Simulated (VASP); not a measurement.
All values below come from PBEsol GGA, VASP's PBE PAW potentials (set 64) (plane waves; VASP).

VASP ran on this input.

**INCAR**
```
ALGO = Normal
EDIFF = 1E-6
EDIFFG = -0.02
ENCUT = 620
GGA = PS
IBRION = 2
ISIF = 3
ISMEAR = 0
LASPH = T
LCHARG = F
LREAL = F
LWAVE = F
NELM = 100
NSW = 40
PREC = Accurate
PSTRESS = 100
SIGMA = 0.05
SYSTEM = SiC
```

**KPOINTS**
```
Automatic
0
G
11 11 11
0 0 0
```

### POSCAR
```
SiC
1
    0.0000000000     2.1490180647     2.1490180647
    2.1490180647     0.0000000000     2.1490180647
    2.1490180647     2.1490180647     0.0000000000
Si C
1 1
Direct
  0.0000000000   0.0000000000   0.0000000000
  0.2500000000   0.2500000000   0.2500000000
```

POTCAR, in this order: Si C (PBE.64 set). Program: vasp_std.

What VASP printed:

OSZICAR:
```
       N       E                     dE             d eps       ncg     rms          rms(c)
DAV:   1     0.900752496306E+01    0.90075E+01   -0.46812E+03   904   0.995E+02
DAV:   2    -0.173281340849E+02   -0.26336E+02   -0.24718E+02  1296   0.121E+02
DAV:   3    -0.178052674431E+02   -0.47713E+00   -0.47713E+00   960   0.203E+01
DAV:   4    -0.178071298501E+02   -0.18624E-02   -0.18624E-02  1520   0.141E+00
DAV:   5    -0.178071301562E+02   -0.30608E-06   -0.30608E-06   944   0.165E-02    0.919E+00
DAV:   6    -0.159876154425E+02    0.18195E+01   -0.72101E+00   944   0.154E+01    0.412E+00
DAV:   7    -0.159049371294E+02    0.82678E-01   -0.39411E-01  1392   0.434E+00    0.183E+00
DAV:   8    -0.158903891956E+02    0.14548E-01   -0.20231E-02   920   0.124E+00    0.152E-01
DAV:   9    -0.158903755670E+02    0.13629E-04   -0.71333E-04  1432   0.218E-01    0.103E-01
DAV:  10    -0.158904118913E+02   -0.36324E-04   -0.77219E-05  1080   0.712E-02    0.216E-02
DAV:  11    -0.158904118763E+02    0.14975E-07   -0.99921E-06  1256   0.202E-02
   1 F= -.14651502E+02 E0= -.14651502E+02  d E =-.146515E+02
```

File OUTCAR:
```
------------------------ aborting loop because EDIFF is reached ----------------------------------------
  FORCE on cell =-STRESS in cart. coord.  units (eV):
  Direction    XX          YY          ZZ          XY          YZ          ZX
  --------------------------------------------------------------------------------------
  Total        1.2398988      1.2398988      1.2398988      0.0000000      0.0000000     -0.0000000
  in kB      100.0798430    100.0798430    100.0798430      0.0000000      0.0000000     -0.0000000
  external PRESSURE =       0.0798430 kB  Pullay stress =     100.0000000 kB
  volume of cell :       19.85
      direct lattice vectors                 reciprocal lattice vectors
     0.000000000  2.149018065  2.149018065    -0.232664401  0.232664401  0.232664401
     2.149018065  0.000000000  2.149018065     0.232664401 -0.232664401  0.232664401
     2.149018065  2.149018065  0.000000000     0.232664401  0.232664401 -0.232664401
  FREE ENERGIE OF THE ION-ELECTRON SYSTEM (eV)
  ---------------------------------------------------
  free  energy   TOTEN  =       -15.8904118763 eV

  energy  without entropy=      -15.8904118763  energy(sigma->0) =      -15.89041188
  enthalpy is  TOTEN    =       -14.6515022944 eV   P V=        1.2389095819

 reached required accuracy - stopping structural energy minimisation
```
(Selected blocks of OUTCAR.)

The structure was generated: SiC was put into the zinc blende type (F-43m), which need not be its known phase. It was relaxed first under an external pressure of 10 GPa.
